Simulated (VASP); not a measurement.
# Ba2Os (C222) in VASP: reference runs

Reference runs on Ba2Os: the cell as given.

Everything below comes from runs of VASP 6.6.1. Logs are shortened: lines on timing, memory, paths and dates and some standing lists are left out, and cuts for length are marked.

### 1 Starting point

Symmetry: C222, No. 21, orthorhombic system. The conventional cell has a = 4.445 Å, b = 6.127 Å, c = 6.147 Å, α = 90.00°, β = 90.00°, γ = 90.00°. Around Ba (site symmetry 2) lie 2 Os at 2.50 Å. Os (site symmetry 222) has 4 Ba at 2.50 Å as nearest neighbours.

The cell was built by a generator and needn't be a form met in nature.

### 2 Single point, PBE

Input file INCAR:

```
SYSTEM = Ba2Os
PREC = Accurate
ENCUT = 520
EDIFF = 1E-7
ISMEAR = -1
SIGMA = 0.05
LREAL = .False.
LASPH = .True.
NELM = 80
ALGO = Normal
ISIF = 2
LWAVE = .False.
LCHARG = .True.
GGA = PE
LELF = .True.
LVHAR = .True.
NBANDS = 21
```

Input file KPOINTS:

```
Automatic mesh
0
Gamma
  7 7 5
  0 0 0
```

Input file POSCAR:

```
Ba2Os
1.0
    2.2225772300     -3.0635210900      0.0000000000
    2.2225772300      3.0635210900      0.0000000000
    0.0000000000      0.0000000000      6.1472349500
Ba Os
2 1
Direct
    0.0000000000      0.5000000000      0.2645697600
    0.5000000000      0.0000000000      0.7354302400
    0.0000000000      0.0000000000      0.0000000000
```

Potentials or basis: VASP PAW PBE potentials, release 64 (Ba_sv, Os).

Run with:

```sh
$ cat potpaw_PBE.64/Ba_sv/POTCAR potpaw_PBE.64/Os/POTCAR > POTCAR
$ mpirun -np 1 vasp_std > vasp.out
```

OUTCAR:

```text
SYSTEM = Ba2Os
   PREC = Accurate
   ENCUT = 520
   EDIFF = 1E-7
   ISMEAR = -1
   LREAL = .False.
   LASPH = .True.
   NELM = 80
   ISIF = 2
   GGA = PE

 ion  position               nearest neighbor table
   1  0.000  0.500  0.265-   3 2.50   3 2.50   2 3.65   2 3.65   2 3.94   2 3.94   3 4.01   3 4.01
                             2 4.21   2 4.21   2 4.47   2 4.47
   2  0.500  0.000  0.735-   3 2.50   3 2.50   1 3.65   1 3.65   1 3.94   1 3.94   3 4.01   3 4.01
                             1 4.21   1 4.21   1 4.47   1 4.47
   3  0.000  0.000  0.000-   1 2.50   2 2.50   1 2.50   2 2.50   1 4.01   2 4.01   1 4.01   2 4.01

  LATTYP: Found a base centered orthorhombic cell.
 ALAT       =     4.4451544600
 B/A-ratio  =     1.3783642920
 C/A-ratio  =     1.3829069395

  Lattice vectors:

 A1 = (   2.2225772300,  -3.0635210900,   0.0000000000)
 A2 = (   2.2225772300,   3.0635210900,   0.0000000000)
 A3 = (   0.0000000000,   0.0000000000,   6.1472349500)

Analysis of symmetry for initial positions (statically):
=====================================================================
 Subroutine PRICEL returns:
 Original cell was already a primitive cell.

 Routine SETGRP: Setting up the symmetry group for a
 base centered orthorhombic supercell.

 Subroutine GETGRP returns: Found  4 space group operations
 (whereof  4 operations were pure point group operations)
 out of a pool of  8 trial point group operations.

The static configuration has the point symmetry D_2 .

Analysis of symmetry for dynamics (positions and initial velocities):
=====================================================================
 Subroutine PRICEL returns:
 Original cell was already a primitive cell.

 Routine SETGRP: Setting up the symmetry group for a
 base centered orthorhombic supercell.

 Subroutine GETGRP returns: Found  4 space group operations
 (whereof  4 operations were pure point group operations)
 out of a pool of  8 trial point group operations.

The dynamic configuration has the point symmetry D_2 .

 Subroutine INISYM returns: Found  4 space group operations
 (whereof  4 operations are pure point group operations),
 and found     1 'primitive' translations

----------------------------------------------------------------------------------------

                                     Primitive cell

  volume of cell :      83.7120

  direct lattice vectors                    reciprocal lattice vectors
     2.222577230 -3.063521090  0.000000000     0.224964061 -0.163210889  0.000000000
     2.222577230  3.063521090  0.000000000     0.224964061  0.163210889  0.000000000
     0.000000000  0.000000000  6.147234950     0.000000000  0.000000000  0.162674765

  length of vectors
     3.784839628  3.784839628  6.147234950     0.277932767  0.277932767  0.162674765

  position of ions in fractional coordinates (direct lattice)
     1.000000000  0.500000000  0.264569760
     0.500000000  1.000000000  0.735430240
     0.000000000  0.000000000  0.000000000

  ion indices of the primitive-cell ions
   primitive index   ion index
                 1           1
                 2           2
                 3           3

----------------------------------------------------------------------------------------

 KPOINTS: Automatic mesh

Automatic generation of k-mesh.
 Grid dimensions read from file:
 generate k-points for:    7    7    5

 Generating k-lattice:

  Cartesian coordinates                     Fractional coordinates (reciprocal lattice)
     0.032137723 -0.023315841  0.000000000     0.142857143 -0.000000000  0.000000000
     0.032137723  0.023315841  0.000000000    -0.000000000  0.142857143  0.000000000
     0.000000000  0.000000000  0.032534953     0.000000000  0.000000000  0.200000000

  Length of vectors
     0.039704681  0.039704681  0.032534953

  Shift w.r.t. Gamma in fractional coordinates (k-lattice)
     0.000000000  0.000000000  0.000000000

 Subroutine IBZKPT returns following result:
 ===========================================

 Found     48 irreducible k-points:

 Following reciprocal coordinates:
            Coordinates               Weight
  0.000000  0.000000  0.000000      1.000000
  0.142857  0.000000  0.000000      4.000000
  0.285714  0.000000  0.000000      4.000000
  0.428571 -0.000000  0.000000      4.000000
  0.142857  0.142857  0.000000      2.000000
  0.285714  0.142857  0.000000      4.000000
[... 16 lines left out ...]
  0.428571  0.142857  0.200000      8.000000
 -0.428571  0.142857  0.200000      8.000000
 [... further k-points ...]
   k-points           NKPTS =     48   k-points in BZ     NKDIM =     48   number of bands    NBANDS=     21
   number of dos      NEDOS =    301   number of ions     NIONS =      3
   total plane-waves  NPLWV =  37632
   dimension x,y,z NGX =    28 NGY =   28 NGZ =   48
   dimension x,y,z NGXF=    56 NGYF=   56 NGZF=   96
   ions per type =               2   1
   NGX,Y,Z   is equivalent  to a cutoff of  12.30, 12.30, 12.98 a.u.
   NGXF,Y,Z  is equivalent  to a cutoff of  24.60, 24.60, 25.96 a.u.
 SYSTEM =  Ba2Os
   PREC   = accura    normal or accurate (medium, high low for compatibility)
   ISTART =      0    job   : 0-new  1-cont  2-samecut
   ICHARG =      2    charge: 1-file 2-atom 10-const
   ISPIN  =      1    spin polarized calculation?
   LNONCOLLINEAR =      F non collinear calculations
   LSORBIT =      F    spin-orbit coupling
   LASPH  =      T    aspherical Exc in radial PAW
   ENCUT  =  520.0 eV  38.22 Ry    6.18 a.u.   7.04  7.04 11.43*2*pi/ulx,y,z
   NELM   =     80;   NELMIN=  2; NELMDL= -5     # of ELM steps
   EDIFF  = 0.1E-06   stopping-criterion for ELM
   LREAL  =      F    real-space projection
   EDIFFG = 0.1E-05   stopping-criterion for IOM
   NSW    =      0    number of steps for IOM
   IBRION =     -1    ionic relax: 0-MD 1-quasi-New 2-CG
   NFREE  =      0    steps in history (QN), initial steepest desc. (CG)
   ISIF   =      2    stress and relaxation
   ISYM   =      2    0-nonsym 1-usesym 2-fastsym
   POTIM  = 0.5000    time-step for ionic-motion
   TEBEG  =    0.0;   TEEND  =   0.0 temperature during run
   PSTRESS=    0.0 pullay stress
   NELECT =      28.0000    total number of electrons
   NUPDOWN=      -1.0000    fix difference up-down
   EMIN   =  10.00;   EMAX   =-10.00  energy-range for DOS
   EFERMI =   0.00;   METHOD = LEGACY
   ISMEAR =    -1;   SIGMA  =   0.05  broadening in eV -4-tet -1-fermi 0-gaus
   EFERMI_NEDOS =   21; number of points for ismear=-14 and -15
   IALGO  =     38    algorithm
   IMIX   =      4    mixing-type and parameters
     AMIX     =   0.40;   BMIX     =  1.00
     AMIX_MAG =   1.60;   BMIX_MAG =  1.00
  volume/ion in A,a.u.               =      27.90       188.31
  Fermi-wavevector in a.u.,A,eV,Ry     =   1.136401  2.147487 17.570666  1.291408
  Thomas-Fermi vector in A             =   2.273106
   LORBIT       =      0    0 simple, 1 ext, 2 COOP (PROOUT), +10 PAW based schemes
   GGA     = PE    functional components
[... 5 lines left out ...]
 non-spin polarized calculation
  energy-cutoff  :      520.00
  volume of cell :       83.71
 maximum number of plane-waves:      2272
   NGX = 15   NGY = 15   NGZ = 23

 number of electron      27.9999999 magnetization

 Free energy of the ion-electron system (eV)
  ---------------------------------------------------
  ext. energy  EPLUGINS =         0.00000000
  ---------------------------------------------------
  free energy    TOTEN  =        -9.20897883 eV

  energy without entropy =       -9.20112148  energy(sigma->0) =       -9.20505015

 E-fermi :   4.5831     XC(G=0): -10.1239

 val. band max:        4.5762974364   @ k =  -0.2857   0.2857   0.4000
 cond. band min:       4.6389484796   @ k =  -0.2857   0.2857   0.2000
 fundamental gap:      0.0626510431
 Fermi energy:         4.5830578550

 k-point     1 :       0.0000    0.0000    0.0000
  band No.  band energies     occupation
      1     -23.4811      2.00000
      2     -23.1479      2.00000
      3      -9.9042      2.00000
      4      -8.6252      2.00000
      5      -8.5117      2.00000
      6      -8.3164      2.00000
[... 13 lines left out ...]
     20       9.2243      0.00000
     21       9.7152      0.00000

 k-point     2 :       0.1429    0.0000    0.0000
  band No.  band energies     occupation
      1     -23.4432      2.00000
      2     -23.1424      2.00000
      3      -9.8024      2.00000
      4      -8.7895      2.00000
      5      -8.5748      2.00000
      6      -8.4147      2.00000
[... 13 lines left out ...]
     20       8.7526      0.00000
     21       9.2622      0.00000

 k-point     3 :       0.2857    0.0000    0.0000
  band No.  band energies     occupation
      1     -23.3479      2.00000
      2     -23.1388      2.00000
      3      -9.5446      2.00000
      4      -9.2059      2.00000
      5      -8.8508      2.00000
      6      -8.6397      2.00000
[... 13 lines left out ...]
     20       9.0795      0.00000
     21       9.5983      0.00000

 k-point     4 :       0.4286   -0.0000    0.0000
  band No.  band energies     occupation
      1     -23.2406      2.00000
      2     -23.1653      2.00000
      3      -9.5252      2.00000
      4      -9.3364      2.00000
      5      -9.0770      2.00000
      6      -8.7975      2.00000
[... 13 lines left out ...]
     20       9.7556      0.00000
     21       9.8480      0.00000

 k-point     5 :       0.1429    0.1429    0.0000
  band No.  band energies     occupation
      1     -23.3915      2.00000
      2     -23.1429      2.00000
      3      -9.6442      2.00000
      4      -8.9655      2.00000
      5      -8.6908      2.00000
      6      -8.4942      2.00000
[... 13 lines left out ...]
     20       8.3678      0.00000
     21      10.3200      0.00000

 k-point     6 :       0.2857    0.1429    0.0000
  band No.  band energies     occupation
      1     -23.2924      2.00000
      2     -23.1447      2.00000
      3      -9.4252      2.00000
      4      -9.2501      2.00000
      5      -8.8907      2.00000
      6      -8.7331      2.00000
[... 13 lines left out ...]
     20       8.4639      0.00000
     21      10.3005      0.00000

 k-point     7 :       0.4286    0.1429    0.0000
  band No.  band energies     occupation
      1     -23.1924      2.00000
      2     -23.1744      2.00000
      3      -9.5862      2.00000
      4      -9.2796      2.00000
      5      -8.9825      2.00000
      6      -8.8808      2.00000
[... 13 lines left out ...]
     20       8.6478      0.00000
     21      10.1775      0.00000
[... 291 lines left out ...]
      1     -23.2334      2.00000
      2     -23.1723      2.00000
      3      -9.6873      2.00000
      4      -9.3783      2.00000
      5      -8.9280      2.00000
      6      -8.7473      2.00000
[... 13 lines left out ...]
     20       9.4060      0.00000
     21       9.9129      0.00000

 k-point    21 :       0.1429    0.1429    0.2000
  band No.  band energies     occupation
      1     -23.3684      2.00000
      2     -23.1672      2.00000
      3      -9.5909      2.00000
      4      -9.0888      2.00000
      5      -8.6216      2.00000
      6      -8.5775      2.00000
[... 13 lines left out ...]
     20       8.6781      0.00000
     21       9.8008      0.00000

 k-point    22 :       0.2857    0.1429    0.2000
  band No.  band energies     occupation
      1     -23.2788      2.00000
      2     -23.1585      2.00000
      3      -9.4958      2.00000
      4      -9.3134      2.00000
      5      -8.8877      2.00000
      6      -8.6879      2.00000
[... 13 lines left out ...]
     20       8.7331      0.00000
     21      10.2184      0.00000

 k-point    23 :       0.4286    0.1429    0.2000
  band No.  band energies     occupation
      1     -23.1971      2.00000
      2     -23.1692      2.00000
      3      -9.6783      2.00000
      4      -9.3389      2.00000
      5      -8.9732      2.00000
      6      -8.7921      2.00000
[... 13 lines left out ...]
     20       8.6094      0.00000
     21      10.2743      0.00000

 k-point    24 :      -0.4286    0.1429    0.2000
  band No.  band energies     occupation
      1     -23.2389      2.00000
      2     -23.1389      2.00000
      3      -9.6390      2.00000
      4      -9.3447      2.00000
      5      -8.9718      2.00000
      6      -8.7667      2.00000
[... 13 lines left out ...]
     20       8.9434      0.00000
     21       9.9388      0.00000

 [... further k-points ...]

------------------------ aborting loop because EDIFF is reached ----------------------------------------

  FORCE on cell =-STRESS in cart. coord.  units (eV):
  Direction    XX          YY          ZZ          XY          YZ          ZX
  --------------------------------------------------------------------------------------
  -------------------------------------------------------------------------------------
  Total        9.1431221     17.0023930     16.7606237      0.0000000      0.0000000      0.0000000
  in kB      174.9917446    325.4116448    320.7843813      0.0000000      0.0000000      0.0000000
  external PRESSURE =     273.7292569 kB  Pullay stress =       0.0000000 kB

 VOLUME and BASIS-vectors are now :
 -----------------------------------------------------------------------------
  energy-cutoff  :      520.00
  volume of cell :       83.71
      direct lattice vectors                 reciprocal lattice vectors
     2.222577230 -3.063521090  0.000000000     0.224964061 -0.163210889  0.000000000
     2.222577230  3.063521090  0.000000000     0.224964061  0.163210889  0.000000000
     0.000000000  0.000000000  6.147234950     0.000000000  0.000000000  0.162674765

 POSITION                                       TOTAL-FORCE (eV/Angst)
 -----------------------------------------------------------------------------------
      1.11129      1.53176      1.62637        -0.000000     -0.000000      3.908569
      1.11129     -1.53176      4.52086         0.000000      0.000000     -3.908569
      0.00000      0.00000      0.00000        -0.000000      0.000000      0.000000
 -----------------------------------------------------------------------------------
    total drift:                               -0.000000      0.000000      0.000000

  FREE ENERGIE OF THE ION-ELECTRON SYSTEM (eV)
  ---------------------------------------------------
  free  energy   TOTEN  =        -9.2089788287 eV

  energy  without entropy=       -9.2011214775  energy(sigma->0) =       -9.20505015
```

It took 77 s on 1 thread of Intel Xeon Platinum 8375C at 2.90GHz (Ice Lake), shared host; peak memory 0.24 GiB.

What came out:

```yaml
Free_energy: -9.2090 eV
Pressure: 27.4 GPa
Largest_force: 3.909 eV/Å
Band_gap_on_the_k_mesh: none (metal or under the smearing width)
```

Forces in eV/Å, atoms in the order of the input:
```
Ba   0.000  0.000  3.909
Ba   0.000  0.000 -3.909
Os   0.000  0.000  0.000
```

Caveat: so large a pressure means that the cell lies far from this level's equilibrium, or that cutoff or potentials fall short; forces of over 1 eV/Å show positions far from the minimum, so gaps and moduli don't describe the material at rest.
